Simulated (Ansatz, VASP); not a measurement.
# Pt4F (F/Pt(111)) in two plane-wave programs

Wanted: the spread between two codes on one cell, functional and k mesh. Of the first pair: The structure shown is the start of the Ansatz relaxation below; VASP solves that cell, so the two are compared at the walk's first step.

Method: plane waves, with VASP 6.6.1 beside it; single point at PBE, in Ansatz 0.2.0.

### 1. The structure

The cell holds 5 atoms: 4 Pt and 1 F. Its edges and angles: a = 2.772 Å, b = 2.772 Å, c = 26.085 Å, α = 90.0°, β = 90.0°, γ = 60.0°. Vacuum lies along c.

Coordinates:

```cif
data_structure
_symmetry_space_group_name_H-M 'P 1'
_symmetry_Int_Tables_number 1
_cell_length_a 2.7719
_cell_length_b 2.7719
_cell_length_c 26.0848
_cell_angle_alpha 90.000
_cell_angle_beta 90.000
_cell_angle_gamma 60.000
_cell_volume 173.56
loop_
_atom_site_label
_atom_site_type_symbol
_atom_site_fract_x
_atom_site_fract_y
_atom_site_fract_z
_atom_site_occupancy
Pt1 Pt 0.00000 0.00000 0.34503 1
Pt2 Pt 0.33333 0.33333 0.43179 1
Pt3 Pt 0.66667 0.66667 0.52023 1
Pt4 Pt 0.00000 0.00000 0.60976 1
F5 F 0.33333 0.33333 0.65497 1
```

### 2. Ansatz: relaxation, PBE

Ansatz runs on its default PAW (the set named soft_2) files.

The two programs are compared at the cell with which this relaxation starts, whose forces are those of its first step.

File input.yaml:

```yaml
crystal:
  lattice:
    - [2.7718585823, 0.0, 0.0]
    - [1.3859292911, 2.4004999479, 0.0]
    - [0.0, 0.0, 26.0847643509]
  atoms:
    - { symbol: Pt, position: [0.0, 0.0, 0.3450289939] }
    - { symbol: Pt, position: [0.3333333333, 0.3333333333, 0.4317927854] }
    - { symbol: Pt, position: [0.6666666667, 0.6666666667, 0.520225998] }
    - { symbol: Pt, position: [0.0, 0.0, 0.6097618244] }
    - { symbol: F, position: [0.3333333333, 0.3333333333, 0.6549710061] }
kpoints:
  mp_grid: { grid: [12, 12, 1] }
hamiltonian:
  xc: pbe
scf:
  occupations: { method: fermi_dirac, width: 0.1 }
  convergence: { dr2_threshold: 1.0e-08 }
efield:
  axis: 3
  dipole_correction: true
  ramp_position: 0.97
  ramp_width: 0.06
relax:
  f_tol: 0.02
  max_steps: 60
  constraints: [{ sites: [0, 1] }]
output:
  write_potential: true
  write_density: true
  volumetric_format: npy
```

Run with:

```bash
$ ansatz run input.yaml --threads 4 --pin off --max-ram 6144MiB --backend cpu --events-out ev --progress --plain --runs-dir out
```

Numbers of over 12 decimals in the logs are rounded to 6 here.

Log:

```text
Engine: ansatz 0.2.0, aarch64-unknown-linux-gnu
Pseudopotentials: kind: paw
Pseudopotential: Pt, paw, valence charge 18, recommended cutoff 420 eV (normal), Pt.paw.azcp
Pseudopotential: F, paw, valence charge 7, recommended cutoff 420 eV (normal), F.paw.azcp
Functional definition: PBE
  parameter kappa = 0.804
  parameter beta = 0.066725
  exchange = pbe_x(kappa = kappa, mu = beta*pi^2/3)
  correlation = pbe_c(beta = beta)
Crystal: 5 atoms, lattice volume = 173.564 Å³
Basis set: ecut = 420 eV, 3411 PW (Γ), exchange–correlation on 40×40×360 points (8 copies of the dense FFT grid, shifted against one another)
Bands: 48, of which v1, the nominal top of the filled ones, is band 40 counted from 1 (39 counted from 0)
Symmetry: 6 space group operations
Space group: P3m1 (ITA 156), of the structure as read, at distance tolerance 5.6e-5 Å
k-points: 19 of 144 (time reversal used)
Non-local potential: Pt, projectors of the file, l = 0: 3, l = 1: 2, l = 2: 2, l = 3: 1
Non-local potential: F, projectors of the file, l = 0: 2, l = 1: 2, l = 2: 1
PAW form: soft (Blöchl's): semilocal exchange-correlation on the pseudo side does not see the compensation charge
PAW one-centre angular grid: Pt, 590 points (default); XC on 64 Gauss nodes
PAW one-centre angular grid: F, 110 points (default); XC on 64 Gauss nodes
Initial density: superposition of atomic densities (neutral atoms: chi_scale 0, normalization atom), corrected by the library's trained network
Initial wavefunctions: pseudopotential atomic-orbital guess
Functional: x = pbe(κ = 0.804, μ = 0.219515), c = pbe(β = 0.066725)
SCF iter   1: F=—  HF=-50895.984421 eV  |F-HF|=—  |Δ(HF+E_count)|=         —  Δρ=2.08e-2  dr2=9.90e0  ethr=1.77e-3  p=0.062 e·Å  D=6.42e-2 V/Å  ΔV_dip=-1.68 eV  dr2_dipole=3.41e0  V_vac-E_F(+/−)=3.68/5.35 eV  ⟨swp⟩=8.9  Hψ=4218  notcnv=0  defer=6
efield: sawtooth ramp at fractional position 0.9700 (set: `efield.ramp_position`, or a place that a band, a saddle search or an elastic batch's reference lends), width 0.0600; the density the first Hamiltonian is built on has a dipole p = 0.062 e·Å; the dipole correction subtracts the counter field D = 6.42e-2 V/Å, which shifts the + side's vacuum level by -1.68 eV against the − side's; the planar-averaged density in the ramp window peaks in size at 3.8e-5 e/Å³
preconditioner: auto → LDOS  [metal: Δε(μ)=0.014 eV  Ē_g=9.399 eV  σ=0.100 eV  W_gap=0.04  n_scr=18 (ndim 8)  ℏωp=19.3 eV  f_vac=0.582  D(μ)=7.93/eV (n_scr^D=76)  β→1.0]
SCF iter   2: F=—  HF=-50895.881428 eV  |F-HF|=—  |Δ(HF+E_count)|=   1.03e-1  Δρ=5.46e-3  dr2=1.09e-1  ethr=1.77e-3  p=0.036 e·Å  D=3.80e-2 V/Å  ΔV_dip=-0.99 eV  dr2_dipole=2.78e-2  V_vac-E_F(+/−)=4.63/5.62 eV  ⟨swp⟩=2.5  Hψ=1176  notcnv=0  defer=21
SCF iter   3: F=—  HF=-50895.896579 eV  |F-HF|=—  |Δ(HF+E_count)|=   1.52e-2  Δρ=2.06e-3  dr2=4.49e-2  ethr=1.38e-4  p=0.034 e·Å  D=3.55e-2 V/Å  ΔV_dip=-0.93 eV  dr2_dipole=3.77e-4  V_vac-E_F(+/−)=4.67/5.60 eV  ⟨swp⟩=2.1  Hψ=1389  notcnv=0  defer=23
SCF iter   4: F=—  HF=-50895.893619 eV  |F-HF|=—  |Δ(HF+E_count)|=   2.96e-3  Δρ=1.17e-3  dr2=8.58e-3  ethr=5.69e-5  p=0.034 e·Å  D=3.56e-2 V/Å  ΔV_dip=-0.93 eV  dr2_dipole=1.14e-4  V_vac-E_F(+/−)=4.72/5.64 eV  ⟨swp⟩=2.0  Hψ=1296  notcnv=0  defer=23
SCF iter   5: F=—  HF=-50895.893526 eV  |F-HF|=—  |Δ(HF+E_count)|=   9.28e-5  Δρ=6.35e-4  dr2=2.31e-3  ethr=1.09e-5  p=0.033 e·Å  D=3.44e-2 V/Å  ΔV_dip=-0.90 eV  dr2_dipole=6.37e-5  V_vac-E_F(+/−)=4.75/5.65 eV  ⟨swp⟩=2.1  Hψ=1344  notcnv=0  defer=23
SCF iter   6: F=—  HF=-50895.893269 eV  |F-HF|=—  |Δ(HF+E_count)|=   2.58e-4  Δρ=4.16e-4  dr2=7.26e-4  ethr=2.92e-6  p=0.033 e·Å  D=3.41e-2 V/Å  ΔV_dip=-0.89 eV  dr2_dipole=2.17e-5  V_vac-E_F(+/−)=4.77/5.65 eV  ⟨swp⟩=2.1  Hψ=1260  notcnv=0  defer=23
SCF iter   7: F=—  HF=-50895.893287 eV  |F-HF|=—  |Δ(HF+E_count)|=   1.80e-5  Δρ=2.87e-4  dr2=1.83e-4  ethr=9.19e-7  p=0.032 e·Å  D=3.39e-2 V/Å  ΔV_dip=-0.88 eV  dr2_dipole=3.85e-6  V_vac-E_F(+/−)=4.77/5.66 eV  ⟨swp⟩=1.5  Hψ=954  notcnv=0  defer=23
SCF iter   8: F=—  HF=-50895.893303 eV  |F-HF|=—  |Δ(HF+E_count)|=   1.64e-5  Δρ=1.39e-4  dr2=7.45e-5  ethr=2.32e-7  p=0.032 e·Å  D=3.36e-2 V/Å  ΔV_dip=-0.88 eV  dr2_dipole=2.72e-6  V_vac-E_F(+/−)=4.78/5.65 eV  ⟨swp⟩=2.1  Hψ=1329  notcnv=0  defer=23
SCF iter   9: F=—  HF=-50895.893342 eV  |F-HF|=—  |Δ(HF+E_count)|=   3.88e-5  Δρ=4.73e-5  dr2=1.14e-5  ethr=9.43e-8  p=0.032 e·Å  D=3.34e-2 V/Å  ΔV_dip=-0.87 eV  dr2_dipole=2.16e-6  V_vac-E_F(+/−)=4.78/5.65 eV  ⟨swp⟩=2.3  Hψ=1331  notcnv=0  defer=23
SCF iter  10: F=—  HF=-50895.893338 eV  |F-HF|=—  |Δ(HF+E_count)|=   3.88e-6  Δρ=1.80e-5  dr2=1.17e-6  ethr=1.44e-8  p=0.032 e·Å  D=3.33e-2 V/Å  ΔV_dip=-0.87 eV  dr2_dipole=3.51e-7  V_vac-E_F(+/−)=4.78/5.65 eV  ⟨swp⟩=2.0  Hψ=1269  notcnv=0  defer=23
[...]
preconditioner: auto → LDOS  [metal: Δε(μ)=0.014 eV  Ē_g=9.026 eV  σ=0.100 eV  W_gap=0.04  n_scr=18 (ndim 8)  ℏωp=19.3 eV  f_vac=0.571  D(μ)=8.99/eV (n_scr^D=102)  β→1.0]
SCF iter   2: F=—  HF=-50897.553430 eV  |F-HF|=—  |Δ(HF+E_count)|=   2.25e-5  Δρ=1.80e-4  dr2=1.08e-4  ethr=8.79e-7  p=-0.110 e·Å  D=-1.15e-1 V/Å  ΔV_dip=2.99 eV  dr2_dipole=2.86e-5  V_vac-E_F(+/−)=8.67/5.68 eV  ⟨swp⟩=1.2  Hψ=1070  notcnv=0  defer=25
SCF iter   3: F=—  HF=-50897.553430 eV  |F-HF|=—  |Δ(HF+E_count)|=   3.25e-7  Δρ=6.08e-5  dr2=3.87e-5  ethr=1.36e-7  p=-0.110 e·Å  D=-1.15e-1 V/Å  ΔV_dip=2.99 eV  dr2_dipole=1.02e-6  V_vac-E_F(+/−)=8.67/5.68 eV  ⟨swp⟩=2.0  Hψ=1334  notcnv=0  defer=25
SCF iter   4: F=—  HF=-50897.553406 eV  |F-HF|=—  |Δ(HF+E_count)|=   2.39e-5  Δρ=5.71e-5  dr2=1.12e-5  ethr=4.89e-8  p=-0.110 e·Å  D=-1.14e-1 V/Å  ΔV_dip=2.99 eV  dr2_dipole=2.15e-7  V_vac-E_F(+/−)=8.67/5.68 eV  ⟨swp⟩=2.0  Hψ=1228  notcnv=0  defer=25
SCF iter   5: F=—  HF=-50897.553407 eV  |F-HF|=—  |Δ(HF+E_count)|=   6.00e-7  Δρ=3.04e-5  dr2=5.72e-6  ethr=1.42e-8  p=-0.110 e·Å  D=-1.14e-1 V/Å  ΔV_dip=2.98 eV  dr2_dipole=1.47e-7  V_vac-E_F(+/−)=8.66/5.68 eV  ⟨swp⟩=2.0  Hψ=1148  notcnv=0  defer=25
SCF iter   6: F=—  HF=-50897.553402 eV  |F-HF|=—  |Δ(HF+E_count)|=   4.70e-6  Δρ=1.55e-5  dr2=8.67e-7  ethr=7.24e-9  p=-0.110 e·Å  D=-1.14e-1 V/Å  ΔV_dip=2.98 eV  dr2_dipole=1.03e-10  V_vac-E_F(+/−)=8.66/5.68 eV  ⟨swp⟩=1.4  Hψ=999  notcnv=0  defer=25
SCF iter   7: F=—  HF=-50897.553402 eV  |F-HF|=—  |Δ(HF+E_count)|=   1.85e-7  Δρ=5.97e-6  dr2=1.42e-7  ethr=1.10e-9  p=-0.110 e·Å  D=-1.14e-1 V/Å  ΔV_dip=2.98 eV  dr2_dipole=4.17e-9  V_vac-E_F(+/−)=8.66/5.68 eV  ⟨swp⟩=2.1  Hψ=1181  notcnv=0  defer=25
SCF iter   8: F=—  HF=-50897.553402 eV  |F-HF|=—  |Δ(HF+E_count)|=   5.52e-8  Δρ=2.85e-6  dr2=4.94e-8  ethr=1.79e-10  p=-0.110 e·Å  D=-1.14e-1 V/Å  ΔV_dip=2.98 eV  dr2_dipole=1.24e-10  V_vac-E_F(+/−)=8.66/5.68 eV  ⟨swp⟩=1.6  Hψ=951  notcnv=0  defer=25
SCF iter   9: F=-50897.553402 eV  HF=-50897.553402 eV  |F-HF|=1.05e-8  |Δ(HF+E_count)|=   1.73e-8  Δρ=1.00e-6  dr2=4.30e-9  ethr=1.27e-11  p=-0.110 e·Å  D=-1.14e-1 V/Å  ΔV_dip=2.98 eV  dr2_dipole=7.33e-12  V_vac-E_F(+/−)=8.66/5.68 eV  ⟨swp⟩=9.0  Hψ=6860  notcnv=0
SCF 5 converged in 9 iterations: F = -50897.553402 eV  dr2 = 4.30e-9
relax step   5: F+E_penalty+E_count = -50897.55340235 eV  Δ(F+E_penalty+E_count) = -7.582e-5 eV  max|allowed force component| = 1.112e-2 eV/Å  Δτ_max = 0.0037 Å  (9 SCF iters, accepted)
NSCF: frozen V_eff on 19 k-points
the band table was solved once a step of the walk had ended and its energy, with any forces and stress, was formed, with the checks that follow a solve (5011 applications of the Hamiltonian). They found nothing against the state; the energy, forces and stress were not computed again (output.eigenvalues in the input reference)
WARN: The input density's exchange-correlation potential varies sharply where the density is thin. Do not read a vacuum level from v_tot or v_xc, or from such a field of the output density. On a cell that repeats whose density bears no net charge and no dipole along the vacuum's axis use v_es (v_loc + v_h of the components); under efield.dipole_correction with no amplitude use v_es + v_field, which holds any external [...]
SCF converged after 9 iterations
Free energy (F): -50897.553402 eV
Harris-Foulkes:  -50897.553402 eV  (|F-HF|=1.05e-8)
Internal energy: -50897.270417 eV  (E = F + TS)
E sigma→0 (E₀):  -50897.411910 eV
Entropy (-TS):   -0.282985 eV (-56.597 meV/atom)
Fermi energy:    3.917096 eV
Dipole field:    D = -0.114344 V/Å  (p = -0.109676 e·Å, saw-weighted, corrected)
Work function:   Φ+ = 8.6634 eV   Φ− = 5.6809 eV
Levels:          The Fermi level and band energies are counted from a zero that moves with the ramp; work functions are not
--- Per-component energies (eV) ---
  E_band       = -1938.200991
  E_kinetic    = 2753.607055
  E_local      = -150014.517578  (includes V_loc(G=0)·N_el)
  E_nonlocal   = 874.387533
  E_hartree    = 73489.806108
  E_xc         = -1124.654193
  E_vxc        = -1310.569966  (∫ρ·V_xc dr)
  E_paw        = -38015.870944  (= ΣΔE_a)
  E_vpaw       = -1218.948587  (= ΣTr[D̂ρ^β])
  E_aug_tail   = 0.002844  (compensation charges beyond the density's cutoff)
  E_efield     = 0.006270  (sawtooth field / dipole correction)
  E_vefield    = -1.779012  (∫n·V_field dr)
  E_ewald      = 61139.962487
  E_smearing   = -0.282985  (= −TS)
  E_closure    = -0.000000  (closes the sum)
  Σ components = -50897.553402   (vs F -50897.553402, Δ=0.00e0)
--- Forces (eV/Å), atoms counted from 1 ---
  atom   1  Pt    -0.00000000     0.00000000    -0.56150180
  atom   2  Pt    -0.00000000     0.00000000     0.56289654
  atom   3  Pt    -0.00000000     0.00000000     0.00158652
  atom   4  Pt     0.00000000    -0.00000000    -0.01112414
  atom   5  F     -0.00000000    -0.00000000     0.00813511
  max |Σ_I F_I| component: 7.78e-6 eV/Å
--- Band table (eV; the first three rows and the last of 19) ---
  k-point 0: bands = [... 36 lower, 2.1895, 2.5953, 2.5953, 3.4433, 3.4433, 3.8799, 3.8799, 3.9700, ... 4 higher]
  k-point 1: bands = [... 36 lower, 2.2049, 2.6155, 2.6440, 2.9666, 3.4575, 3.7664, 3.8991, 5.0465, ... 4 higher]
  k-point 2: bands = [... 36 lower, 2.2431, 2.3116, 2.6742, 3.1038, 3.4842, 3.9474, 4.3131, 6.2164, ... 4 higher]
  k-point 18: bands = [... 36 lower, 3.3570, 3.6074, 3.6335, 3.8735, 8.8069, 8.8953, 8.8995, 9.8455, ... 4 higher]
--- Relaxed structure (5 steps of the walk, 5 accepted, 0 SCFs on fresh bases) ---
  F+E_penalty+E_count = -50897.55340235 eV   max|allowed force component| = 1.112e-2 eV/Å
  atoms:
    - { symbol: Pt, position: [-1.4802973661453342e-17, -1.4802973661453342e-17, 0.345029] }
    - { symbol: Pt, position: [0.333333, 0.333333, 0.431793] }
    - { symbol: Pt, position: [0.666667, 0.666667, 0.519563] }
    - { symbol: Pt, position: [-1.4802973661453348e-17, -1.4802973661453333e-17, 0.604615] }
    - { symbol: F, position: [0.333333, 0.333333, 0.668762] }
```

The column dr2 measures how far the density is from self-consistency, as an energy; F and HF (Harris–Foulkes) agree once it is small.

### 3. VASP: single point, PBE, start cell, pair 1

The same cell, functional, mesh and smearing now go to VASP, with its own data sets.

Lines of VASP's logs that name or quote its potential files are left out, and so is its time.

File INCAR:

```
SYSTEM = Pt4F
PREC = Accurate
ENCUT = 520
EDIFF = 1E-06
NELM = 120
ISMEAR = -1
SIGMA = 0.1
LREAL = .FALSE.
ALGO = Normal
GGA = PE
NBANDS = 29
LASPH = .TRUE.
LORBIT = 11
LWAVE = .FALSE.
LCHARG = .FALSE.
ISIF = 2
LDIPOL = .TRUE.
IDIPOL = 3
DIPOL = 0.5 0.5 0.515
LVHAR = .TRUE.
GGA_COMPAT = .FALSE.
NELMDL = -8
KPAR = 4
```

File POSCAR:

```
Pt4F
1.0
    2.7718585823      0.0000000000      0.0000000000
    1.3859292911      2.4004999479      0.0000000000
    0.0000000000      0.0000000000     26.0847643509
Pt F
4 1
Direct
    0.9999998220      0.0000001461      0.3450289939
    0.3333331553      0.3333334794      0.4317927833
    0.6666664886      0.6666668127      0.5202260146
    0.9999998220      0.0000001461      0.6097618052
    0.3333331553      0.3333334794      0.6549709927
```

File KPOINTS:

```
Automatic mesh
0
Gamma
12 12 1
0 0 0
```

PAW data sets: Pt and F (PBE family, release 64).

Run with:

```bash
$ mpirun -np 4 vasp_std
```

Log:

```text
[banner, memory and clock lines left out]
running    4 mpi-ranks, on    1 nodes
 distrk:  each k-point on    1 cores,    4 groups
 distr:  one band on    1 cores,    1 groups

 POSCAR found type information on POSCAR PtF
 POSCAR found :  2 types and       5 ions
 LDA part: xc-table for (Slater+PW92), standard interpolation
 POSCAR, INCAR and KPOINTS ok, starting setup
 FFT: planning ... GRIDC
 FFT: planning ... GRID_SOFT
 FFT: planning ... GRID
 WAVECAR not read
 entering main loop
       N       E                     dE             d eps       ncg     rms          rms(c)
DAV:   1     0.355790750799E+03    0.35579E+03   -0.21703E+04  1102   0.139E+03
DAV:   2    -0.162802176842E+01   -0.35742E+03   -0.33983E+03  1387   0.303E+02
DAV:   3    -0.257354056581E+02   -0.24107E+02   -0.22487E+02  1400   0.760E+01
DAV:   4    -0.265537564678E+02   -0.81835E+00   -0.78274E+00  1294   0.131E+01
DAV:   5    -0.265804559893E+02   -0.26700E-01   -0.26556E-01  1337   0.212E+00
DAV:   6    -0.265811688057E+02   -0.71282E-03   -0.71278E-03  1409   0.354E-01
DAV:   7    -0.265811851173E+02   -0.16312E-04   -0.16312E-04  1374   0.479E-02
DAV:   8    -0.265811856439E+02   -0.52651E-06   -0.52636E-06  1111   0.797E-03    0.321E+01
DAV:   9    -0.462092947843E+02   -0.19628E+02   -0.11717E+02  1379   0.718E+01    0.524E+01
DAV:  10    -0.547507665320E+02   -0.85415E+01   -0.11157E+01  1359   0.127E+01    0.578E+01
DAV:  11    -0.186005217227E+03   -0.13125E+03   -0.56073E+02  1852   0.428E+01    0.690E+01
DAV:  12    -0.695725198325E+02    0.11643E+03   -0.40082E+02  1752   0.760E+01    0.556E+01
DAV:  13    -0.395270531121E+02    0.30045E+02   -0.17719E+02  1479   0.535E+01    0.432E+01
DAV:  14    -0.467818159818E+02   -0.72548E+01   -0.34186E+01  1320   0.336E+01    0.395E+01
[...]
DAV:  57    -0.244487561357E+02    0.19914E-04   -0.81245E-06  1341   0.146E-02    0.394E-03
DAV:  58    -0.244487481093E+02    0.80265E-05   -0.26663E-06  1001   0.808E-03    0.298E-03
DAV:  59    -0.244487532761E+02   -0.51668E-05   -0.38402E-07   744   0.360E-03    0.179E-03
DAV:  60    -0.244487490486E+02    0.42274E-05   -0.32029E-06  1082   0.655E-03    0.113E-03
DAV:  61    -0.244487502114E+02   -0.11628E-05   -0.90306E-08   746   0.161E-03    0.121E-03
DAV:  62    -0.244487531765E+02   -0.29651E-05   -0.61469E-08   681   0.126E-03    0.831E-04
DAV:  63    -0.244487543965E+02   -0.12200E-05   -0.39506E-08   671   0.974E-04    0.645E-04
DAV:  64    -0.244487553889E+02   -0.99243E-06   -0.62257E-08   626   0.948E-04
   1 F= -.24448755E+02 E0= -.24323528E+02  d E =-.250456E+00
```

OUTCAR, selected parts (step 3):

```text
ion  position               nearest neighbor table
   1  1.000  0.000  0.345-   2 2.77   2 2.77   2 2.77
   2  0.333  0.333  0.432-   1 2.77   1 2.77   1 2.77   3 2.81   3 2.81   3 2.81
   3  0.667  0.667  0.520-   2 2.81   2 2.81   2 2.81   4 2.83   4 2.83   4 2.83
   4  1.000  0.000  0.610-   5 1.99   5 1.99   5 1.99   3 2.83   3 2.83   3 2.83
   5  0.333  0.333  0.655-   4 1.99   4 1.99   4 1.99

  LATTYP: Found a hexagonal cell.
 ALAT       =     2.7718585822
 C/A-ratio  =     9.4105682441

 Subroutine GETGRP returns: Found  6 space group operations
 (whereof  6 operations were pure point group operations)

The static configuration has the point symmetry C_3v.

 Found     19 irreducible k-points:

   k-points           NKPTS =     19   k-points in BZ     NKDIM =     19   number of bands    NBANDS=     29

   dimension x,y,z NGX =    24 NGY =   24 NGZ =  196
   dimension x,y,z NGXF=    48 NGYF=   48 NGZF=  392

   ENCUT  =  520.0 eV  38.22 Ry    6.18 a.u.   5.15  5.15 48.50*2*pi/ulx,y,z

   NELECT =      47.0000    total number of electrons

 k-points in reciprocal lattice and weights: Automatic mesh
   0.00000000  0.00000000  0.00000000       0.007
   0.08333333  0.00000000  0.00000000       0.042
   0.16666667  0.00000000  0.00000000       0.042
   0.25000000  0.00000000  0.00000000       0.042
   0.33333333  0.00000000  0.00000000       0.042
   0.41666667  0.00000000  0.00000000       0.042
   0.50000000  0.00000000  0.00000000       0.021
   0.16666667  0.08333333  0.00000000       0.042
   0.25000000  0.08333333  0.00000000       0.083
[...]
-0.41666667  0.25000000  0.00000000       0.083
  -0.33333333  0.33333333  0.00000000       0.014

 dipolmoment           0.000000      0.000000     -0.029926 electrons x Angstroem

 average (electrostatic) potential at core
       1 -72.7259       2 -73.1719       3 -73.2552       4 -73.5422       5 -81.3478

 E-fermi :   0.9539

 k-point     1 :       0.0000    0.0000    0.0000
  band No.  band energies     occupation
    ...
     24       0.4344      1.98896
     25       0.4344      1.98896
     26       0.8810      1.34882
     27       0.8810      1.34882
     28       0.9501      1.01894
     29       3.8761      0.00000

 k-point     2 :       0.0833    0.0000    0.0000
  band No.  band energies     occupation
    ...
     23      -0.3303      1.99999
     24       0.0109      1.99984
     25       0.4692      1.98441
     26       0.6607      1.89875
     27       0.9029      1.24961
     28       1.9857      0.00007
     29       4.3207      0.00000

 k-point     3 :       0.1667    0.0000    0.0000
  band No.  band energies     occupation
    ...
     22      -0.6368      2.00000
     23      -0.2801      1.99999
     24       0.1928      1.99901
     25       0.5498      1.96544
     26       0.9685      0.92692
     27       1.1388      0.27198
     28       3.0977      0.00000
     29       5.3086      0.00000

  Total       11.2663692     11.2663692      8.3170951     -0.0000000     -0.0000000     -0.0000000
  in kB      104.0003672    104.0003672     76.7754836     -0.0000000     -0.0000000     -0.0000000
  external PRESSURE =      94.9254060 kB  Pullay stress =       0.0000000 kB

  energy-cutoff  :      520.00
  volume of cell :      173.56
      direct lattice vectors                 reciprocal lattice vectors
     2.771858582  0.000000000  0.000000000     0.360768766 -0.208289944  0.000000000
     1.385929291  2.400499948  0.000000000     0.000000000  0.416579888  0.000000000
     0.000000000  0.000000000 26.084764351     0.000000000  0.000000000  0.038336555

 POSITION                                       TOTAL-FORCE (eV/Angst)
 -----------------------------------------------------------------------------------
      2.77186      0.00000      9.00000         0.000000     -0.000000     -0.513620
      1.38593      0.80017     11.26321         0.000000     -0.000000      0.554457
      2.77186      1.60033     13.56997         0.000000     -0.000000      0.604491
      2.77186      0.00000     15.90549         0.000000     -0.000000     -8.151532
      1.38593      0.80017     17.08476        -0.000000      0.000000      7.506204
 -----------------------------------------------------------------------------------
    total drift:                                0.000736     -0.000886     -0.001750

  FREE ENERGIE OF THE ION-ELECTRON SYSTEM (eV)
  ---------------------------------------------------
  free  energy   TOTEN  =       -24.4487553889 eV

  energy  without entropy=      -24.1982998858  energy(sigma->0) =      -24.32352764

 vacuum level on the upper side and lower side of the slab         5.792         6.609

 total charge
# of ion       s       p       d       tot
------------------------------------------
    1        0.637   0.472   8.019   9.128
    2        0.626   0.591   8.043   9.261
    3        0.622   0.591   8.021   9.234
    4        0.576   0.667   8.219   9.462
    5        1.755   4.374   0.000   6.129
--------------------------------------------------
tot          4.217   6.694  32.302  43.213

[... 3 further parts left out ...]
```

This run has no spin polarisation. Its electron count is odd, so without a moment it is a metal by construction.

(Part 1 of 2 ends here.)

[Lines on the potential files, build, host, timing and source positions are cut from VASP's logs without a mark.]

[Logs are printed without paths, hosts, clocks, repeated set-up lines and the standing remarks that a program may print on its own settings, such as how far it seeks lower states.]

[Hosts, paths, dates, database ids (printed as entryN), source tags and the programs' standing remarks are cut or masked in the printed files.]
